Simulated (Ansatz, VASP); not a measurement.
# Y4Be in VASP and in Ansatz

```xyz
5
Lattice="-3.3329 3.3329 3.3329 3.3329 -3.3329 3.3329 3.3329 3.3329 -3.3329" Properties=species:S:1:pos:R:3 pbc="T T T"
Y     1.6664    1.6664    1.6664
Y     1.6664    1.6664   -1.6664
Y     1.6664   -1.6664    1.6664
Y    -1.6664    1.6664    1.6664
Be    0.0000    0.0000    0.0000
```

Alike in both runs: functional PBE; k mesh 8 × 8 × 8; occupations gaussian, width 0.1 eV; no spin polarisation.

Ansatz relaxed the structure, and its values are those at the end. VASP's run is a single point on that final structure, the one shown.

|  | VASP | Ansatz |
| --- | --- | --- |
| version | VASP 6.6.1 | Ansatz 0.2.0 |
| potentials or method | VASP PAW PBE potentials, release 64 (Y_sv, Be) | scalar-relativistic, plane waves, PAW |
| plane-wave cutoff (eV) | 520 | 420 |
| valence electrons in the cell | 46 | 46 |

|  | VASP | Ansatz | Ansatz less VASP |
| --- | --- | --- | --- |
| gap on the k mesh at the Fermi level (eV) | none | none | - |
| pressure (GPa) | -0.1 | 0.0 | +0.06 |

A gap of «none» marks a metal or a gap that the smearing closes.
